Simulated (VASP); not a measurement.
# LiCaSc with LDA: from relaxation to properties, part 4 of 5

Wanted: the relaxed cell of LiCaSc and its properties. The cell is invented: other elements were put on sites of a known structure type. It may not be a known or stable phase. The atoms of the start are displaced at random from the sites of a P-6m2 cell.

VASP 6.6.1; LDA; plane waves and PAW (Li_sv, Ca_sv, Sc_sv); invented cell.

Still holding for the runs below: The k-mesh is coarse for a metal.

So far. Step 6 (Total and projected DOS (LDA)): The finer mesh and the other smearing move the Fermi level by -0.01 eV from the 8×5×5 run, a small shift, which tests the Fermi level alone. Of the states within 0.3 eV of the Fermi level, the largest shares in the PAW spheres are Sc d 33 % and Ca d 7 %. The rest lies in smaller channels or between the spheres. Step 7 (Volume scan with LDA, volume scale 0.94): The pressure here is 1.63 GPa.

### 8. Volume scan with LDA, volume scale 0.96

INCAR reads:

```
SYSTEM = LiCaSc
PREC = Accurate
ENCUT = 650
EDIFF = 1E-06
NELM = 100
ISMEAR = 1
SIGMA = 0.2
LREAL = .FALSE.
ALGO = Normal
GGA = CA
LORBIT = 11
LWAVE = .FALSE.
LCHARG = .FALSE.
ISIF = 2
```

POSCAR reads:

```
LiCaSc
1.0
    2.9489810122      0.0000000000      0.0000000000
    0.0000000000      2.6793445956      4.6341017485
    0.0000000000     -2.6793445956      4.6341017485
Li Ca Sc
1 1 1
Direct
    0.5000000000      0.9972157744      0.9972157744
    0.0000000000      0.6633069063      0.6633069063
    0.0000000000      0.3297820362      0.3297820362
```

KPOINTS reads:

```
Automatic mesh
0
Gamma
8 5 5
0 0 0
```

Potentials, in the order of the species: Li_sv, Ca_sv and Sc_sv (LDA family, release 64).

On the command line:

```sh
$ mpirun -np 1 vasp_std
```

The program printed:

```text
[... set-up lines as in an earlier step ...]
 entering main loop
       N       E                     dE             d eps       ncg     rms          rms(c)
DAV:   1     0.321310582962E+03    0.32131E+03   -0.13332E+04  1440   0.176E+03
DAV:   2     0.890852882447E+01   -0.31240E+03   -0.31017E+03  1752   0.524E+02
DAV:   3    -0.888807118774E+01   -0.17797E+02   -0.17636E+02  2576   0.128E+02
DAV:   4    -0.114971615912E+02   -0.26091E+01   -0.26032E+01  2552   0.285E+01
DAV:   5    -0.117073301668E+02   -0.21017E+00   -0.21012E+00  2104   0.911E+00    0.634E+00
DAV:   6    -0.102979075796E+02    0.14094E+01   -0.22128E+01  2200   0.279E+01    0.411E+00
DAV:   7    -0.992693423010E+01    0.37097E+00   -0.37921E+00  2544   0.133E+01    0.191E+00
DAV:   8    -0.988640198209E+01    0.40532E-01   -0.90916E-01  2064   0.736E+00    0.111E+00
DAV:   9    -0.985720062464E+01    0.29201E-01   -0.29376E-01  2120   0.395E+00    0.236E-01
DAV:  10    -0.985628139889E+01    0.91923E-03   -0.16550E-02  2472   0.836E-01    0.863E-02
DAV:  11    -0.985616026404E+01    0.12113E-03   -0.46560E-03  2160   0.405E-01    0.759E-02
DAV:  12    -0.985602395625E+01    0.13631E-03   -0.11307E-03  2072   0.236E-01    0.113E-02
DAV:  13    -0.985602473691E+01   -0.78066E-06   -0.20824E-05  2368   0.330E-02    0.311E-03
DAV:  14    -0.985602457372E+01    0.16319E-06   -0.72452E-07  1256   0.739E-03
   1 F= -.98560246E+01 E0= -.98559913E+01  d E =-.998469E-04
```

Run time: 74 s. Hardware: 1 MPI rank of Intel Xeon Platinum 8375C at 2.90GHz (Ice Lake), shared host; peak memory 0.25 GiB.

From OUTCAR (step 8):

```text
   ENCUT  =  650.0 eV  47.77 Ry    6.91 a.u.   6.13 11.13 11.13*2*pi/ulx,y,z

   NELECT =      24.0000    total number of electrons

 E-fermi :   2.5986

 k-point     1 :       0.0000    0.0000    0.0000
  band No.  band energies     occupation
    ...
      9     -19.0391      2.00000
     10      -1.7493      2.00000
     11       2.3001      2.05600
     12       2.3079      2.05934
     13       2.3489      2.07075
     14       3.3773     -0.00000
     15       3.3803     -0.00000
     16       3.4403     -0.00000

  Total        0.4635529      0.4737133      0.4712434      0.0000000      0.0000000      0.0000000
  in kB       10.1417706     10.3640626     10.3100251      0.0000000      0.0000000      0.0000000
  external PRESSURE =      10.2719528 kB  Pullay stress =       0.0000000 kB

 POSITION                                       TOTAL-FORCE (eV/Angst)
 -----------------------------------------------------------------------------------
      1.47449      0.00000      9.24240         0.000000      0.000000     -0.007002
      0.00000      0.00000      6.14766         0.000000      0.000000      0.004414
      0.00000      0.00000      3.05649         0.000000      0.000000      0.002587
 -----------------------------------------------------------------------------------
    total drift:                               -0.000000      0.000000     -0.000182

  FREE ENERGIE OF THE ION-ELECTRON SYSTEM (eV)
  ---------------------------------------------------
  free  energy   TOTEN  =        -9.8560245737 eV

  energy  without entropy=       -9.8559247268  energy(sigma->0) =       -9.85599129

[... 4 parts as in an earlier step ...]

[... 12 further parts left out ...]
```

Numbers from this step:

```
free energy (TOTEN) : -9.856 eV
Fermi energy        : 2.599 eV
pressure            : 1.027 GPa
```

The pressure falls from 1.63 to 1.03 GPa.

The run ends at a pressure of 1.03 GPa, with forces up to 0.0070 eV/Å.

### 9. Volume scan with LDA, volume scale 0.98

INCAR is that of step 8.

POSCAR reads:

```
LiCaSc
1.0
    2.9693194550      0.0000000000      0.0000000000
    0.0000000000      2.6978234181      4.6660620808
    0.0000000000     -2.6978234181      4.6660620808
Li Ca Sc
1 1 1
Direct
    0.5000000000      0.9972157744      0.9972157744
    0.0000000000      0.6633069063      0.6633069063
    0.0000000000      0.3297820362      0.3297820362
```

KPOINTS is that of step 8.

On the command line:

```sh
$ mpirun -np 1 vasp_std
```

The program printed:

```text
[... set-up lines as in an earlier step ...]
 entering main loop
       N       E                     dE             d eps       ncg     rms          rms(c)
DAV:   1     0.326706271007E+03    0.32671E+03   -0.13323E+04  1440   0.176E+03
DAV:   2     0.929183564422E+01   -0.31741E+03   -0.31501E+03  1824   0.532E+02
DAV:   3    -0.869565998417E+01   -0.17987E+02   -0.17698E+02  2496   0.132E+02
DAV:   4    -0.114707002910E+02   -0.27750E+01   -0.27668E+01  2584   0.287E+01
[...]
DAV:  12    -0.986371200569E+01    0.13849E-03   -0.10773E-03  2064   0.233E-01    0.110E-02
DAV:  13    -0.986371362982E+01   -0.16241E-05   -0.19845E-05  2352   0.309E-02    0.326E-03
DAV:  14    -0.986371349761E+01    0.13221E-06   -0.74254E-07  1392   0.740E-03
   1 F= -.98637135E+01 E0= -.98636758E+01  d E =-.113076E-03
```

Run time: 80 s. Hardware: 1 MPI rank; peak memory 0.26 GiB.

OUTCAR, selected parts (step 9):

```text
  Total        0.2153094      0.2274149      0.2242454      0.0000000      0.0000000      0.0000000
  in kB        4.6144781      4.8739227      4.8059937      0.0000000      0.0000000      0.0000000
  external PRESSURE =       4.7647982 kB  Pullay stress =       0.0000000 kB

 POSITION                                       TOTAL-FORCE (eV/Angst)
 -----------------------------------------------------------------------------------
      1.48466      0.00000      9.30614         0.000000      0.000000     -0.006508
      0.00000      0.00000      6.19006         0.000000      0.000000      0.004153
      0.00000      0.00000      3.07757         0.000000      0.000000      0.002355
 -----------------------------------------------------------------------------------
    total drift:                               -0.000000     -0.000000     -0.000155

  FREE ENERGIE OF THE ION-ELECTRON SYSTEM (eV)
  ---------------------------------------------------
  free  energy   TOTEN  =        -9.8637134976 eV

  energy  without entropy=       -9.8636004218  energy(sigma->0) =       -9.86367581

[... 1 part as in an earlier step ...]

[... 2 further parts left out ...]
[key lines of the parts left out:]
E-fermi :   2.5025
```

The pressure falls from 1.03 to 0.48 GPa.

The run ends at a pressure of 0.48 GPa, with forces up to 0.0065 eV/Å.

### 10. Volume scan with LDA, volume scale 1

INCAR is that of step 9.

POSCAR reads:

```
LiCaSc
1.0
    2.9893830329      0.0000000000      0.0000000000
    0.0000000000      2.7160525077      4.6975904837
    0.0000000000     -2.7160525077      4.6975904837
Li Ca Sc
1 1 1
Direct
    0.5000000000      0.9972157744      0.9972157744
    0.0000000000      0.6633069063      0.6633069063
    0.0000000000      0.3297820362      0.3297820362
```

KPOINTS is that of step 9.

On the command line:

```sh
$ mpirun -np 1 vasp_std
```

The program printed:

```text
[... set-up lines as in an earlier step ...]
 entering main loop
       N       E                     dE             d eps       ncg     rms          rms(c)
[... 14 cycles as in an earlier step ...]
   1 F= -.98663871E+01 E0= -.98663456E+01  d E =-.124399E-03
```

It took 71 s on 1 MPI rank; peak memory 0.26 GiB.

From OUTCAR (step 10):

```text
[... 6 parts as in an earlier step ...]

[... 1 further part left out ...]
[key lines of the parts left out:]
E-fermi :   2.4098
```

The pressure falls from 0.48 to -0.03 GPa.

The run ends at a pressure of -0.03 GPa, with forces up to 0.0060 eV/Å.

### 11. Volume scan with LDA, volume scale 1.02

INCAR is that of step 10.

POSCAR reads:

```
LiCaSc
1.0
    3.0091808485      0.0000000000      0.0000000000
    0.0000000000      2.7340401346      4.7287012611
    0.0000000000     -2.7340401346      4.7287012611
Li Ca Sc
1 1 1
Direct
    0.5000000000      0.9972157744      0.9972157744
    0.0000000000      0.6633069063      0.6633069063
    0.0000000000      0.3297820362      0.3297820362
```

KPOINTS is that of step 10.

On the command line:

```sh
$ mpirun -np 1 vasp_std
```

The program printed:

```text
[... set-up lines as in an earlier step ...]
 entering main loop
       N       E                     dE             d eps       ncg     rms          rms(c)
DAV:   1     0.331992441885E+03    0.33199E+03   -0.13101E+04  1440   0.174E+03
DAV:   2     0.104630145951E+02   -0.32153E+03   -0.31877E+03  1800   0.533E+02
DAV:   3    -0.850617278092E+01   -0.18969E+02   -0.18767E+02  2456   0.137E+02
DAV:   4    -0.114699888532E+02   -0.29638E+01   -0.29544E+01  2584   0.291E+01
[...]
DAV:  12    -0.986439522258E+01    0.13577E-03   -0.10066E-03  2080   0.229E-01    0.115E-02
DAV:  13    -0.986439638976E+01   -0.11672E-05   -0.21173E-05  2584   0.316E-02    0.360E-03
DAV:  14    -0.986439611522E+01    0.27454E-06   -0.11901E-06  1208   0.845E-03
   1 F= -.98643961E+01 E0= -.98643508E+01  d E =-.135873E-03
```

It took 57 s on 1 MPI rank; peak memory 0.26 GiB.

From OUTCAR (step 11):

```text
  Total       -0.2372070     -0.2360267     -0.2400391      0.0000000      0.0000000      0.0000000
  in kB       -4.8844211     -4.8601162     -4.9427370      0.0000000      0.0000000      0.0000000
  external PRESSURE =      -4.8957581 kB  Pullay stress =       0.0000000 kB

 POSITION                                       TOTAL-FORCE (eV/Angst)
 -----------------------------------------------------------------------------------
      1.50459      0.00000      9.43107         0.000000      0.000000     -0.005402
      0.00000      0.00000      6.27316         0.000000      0.000000      0.003750
      0.00000      0.00000      3.11888         0.000000      0.000000      0.001652
 -----------------------------------------------------------------------------------
    total drift:                               -0.000000      0.000000      0.000013

  FREE ENERGIE OF THE ION-ELECTRON SYSTEM (eV)
  ---------------------------------------------------
  free  energy   TOTEN  =        -9.8643961152 eV

  energy  without entropy=       -9.8642602417  energy(sigma->0) =       -9.86435082

[... 1 part as in an earlier step ...]

[... 2 further parts left out ...]
[key lines of the parts left out:]
E-fermi :   2.3202
```

The pressure falls from -0.03 to -0.49 GPa.

The run ends at a pressure of -0.49 GPa, with forces up to 0.0054 eV/Å.

### 12. Volume scan with LDA, volume scale 1.04

INCAR is that of step 11.

POSCAR reads:

```
LiCaSc
1.0
    3.0287215314      0.0000000000      0.0000000000
    0.0000000000      2.7517941394      4.7594079739
    0.0000000000     -2.7517941394      4.7594079739
Li Ca Sc
1 1 1
Direct
    0.5000000000      0.9972157744      0.9972157744
    0.0000000000      0.6633069063      0.6633069063
    0.0000000000      0.3297820362      0.3297820362
```

KPOINTS is that of step 11.

On the command line:

```sh
$ mpirun -np 1 vasp_std
```

The program printed:

```text
[... set-up lines as in an earlier step ...]
 entering main loop
       N       E                     dE             d eps       ncg     rms          rms(c)
DAV:   1     0.321925784873E+03    0.32193E+03   -0.13175E+04  1440   0.173E+03
DAV:   2     0.842772144697E+01   -0.31350E+03   -0.31129E+03  1800   0.528E+02
DAV:   3    -0.898425416751E+01   -0.17412E+02   -0.17163E+02  2568   0.130E+02
DAV:   4    -0.114744282696E+02   -0.24902E+01   -0.24858E+01  2496   0.278E+01
[...]
DAV:  12    -0.985815572489E+01    0.14082E-03   -0.10272E-03  2040   0.238E-01    0.131E-02
DAV:  13    -0.985815749793E+01   -0.17730E-05   -0.42416E-05  2448   0.385E-02    0.601E-03
DAV:  14    -0.985815661656E+01    0.88137E-06   -0.69375E-06  1648   0.178E-02
   1 F= -.98581566E+01 E0= -.98581089E+01  d E =-.143151E-03
```

Run time: 58 s. Hardware: 1 MPI rank; peak memory 0.26 GiB.

OUTCAR, selected parts (step 12):

```text
  Total       -0.4462215     -0.4568880     -0.4611810      0.0000000      0.0000000      0.0000000
  in kB       -9.0116192     -9.2270335     -9.3137331      0.0000000      0.0000000      0.0000000
  external PRESSURE =      -9.1841286 kB  Pullay stress =       0.0000000 kB

 POSITION                                       TOTAL-FORCE (eV/Angst)
 -----------------------------------------------------------------------------------
      1.51436      0.00000      9.49231         0.000000      0.000000     -0.004957
      0.00000      0.00000      6.31390         0.000000      0.000000      0.003477
      0.00000      0.00000      3.13913         0.000000      0.000000      0.001480
 -----------------------------------------------------------------------------------
    total drift:                               -0.000000      0.000000      0.000272

  FREE ENERGIE OF THE ION-ELECTRON SYSTEM (eV)
  ---------------------------------------------------
  free  energy   TOTEN  =        -9.8581566166 eV

  energy  without entropy=       -9.8580134660  energy(sigma->0) =       -9.85810890

[... 1 part as in an earlier step ...]

[... 2 further parts left out ...]
[key lines of the parts left out:]
E-fermi :   2.2337
```

The pressure falls from -0.49 to -0.92 GPa.

The run ends at a pressure of -0.92 GPa, with forces up to 0.0050 eV/Å.

### 13. Volume scan with LDA, volume scale 1.06

A prediction first. A least-squares parabola for the 6 pressures of evenly scaled cells so far, P = -0.03 -24.2 t +40 t² GPa with t = ln(V/V₁) and V₁ the volume at scale 1, gives -1.30 GPa at t = +0.0583.

INCAR is that of step 12.

POSCAR reads:

```
LiCaSc
1.0
    3.0480132715      0.0000000000      0.0000000000
    0.0000000000      2.7693219632      4.7897234917
    0.0000000000     -2.7693219632      4.7897234917
Li Ca Sc
1 1 1
Direct
    0.5000000000      0.9972157744      0.9972157744
    0.0000000000      0.6633069063      0.6633069063
    0.0000000000      0.3297820362      0.3297820362
```

KPOINTS is that of step 12.

On the command line:

```sh
$ mpirun -np 1 vasp_std
```

The program printed:

```text
[... set-up lines as in an earlier step ...]
 entering main loop
       N       E                     dE             d eps       ncg     rms          rms(c)
DAV:   1     0.322767717249E+03    0.32277E+03   -0.13125E+04  1440   0.173E+03
DAV:   2     0.883933469458E+01   -0.31393E+03   -0.31148E+03  1832   0.527E+02
DAV:   3    -0.870209017253E+01   -0.17541E+02   -0.17401E+02  2512   0.130E+02
DAV:   4    -0.114674747169E+02   -0.27654E+01   -0.27602E+01  2600   0.283E+01
[...]
DAV:  12    -0.984804195267E+01    0.13865E-03   -0.94375E-04  2056   0.233E-01    0.149E-02
DAV:  13    -0.984804230032E+01   -0.34764E-06   -0.58933E-05  2520   0.448E-02    0.592E-03
DAV:  14    -0.984804151102E+01    0.78930E-06   -0.75971E-06  1680   0.176E-02
   1 F= -.98480415E+01 E0= -.98479956E+01  d E =-.137856E-03
```

Wall time 65 s (1 MPI rank); peak memory 0.26 GiB.

(Continued in part 5 of 5.)

[Lines on the potential files, build, host, timing and source positions are cut from VASP's logs without a mark.]

[Logs are printed without paths, hosts, clocks, repeated set-up lines and the standing remarks that a program may print on its own settings, such as how far it seeks lower states.]

[Hosts, paths, dates, database ids (printed as entryN), source tags and the programs' standing remarks are cut or masked in the printed files.]

[A measured line is paired with the nearest computed mode of its activity, which favours agreement.]

[In band tables of VASP the shares of atoms and orbitals are scaled to a sum of 1 inside the atoms' spheres.]
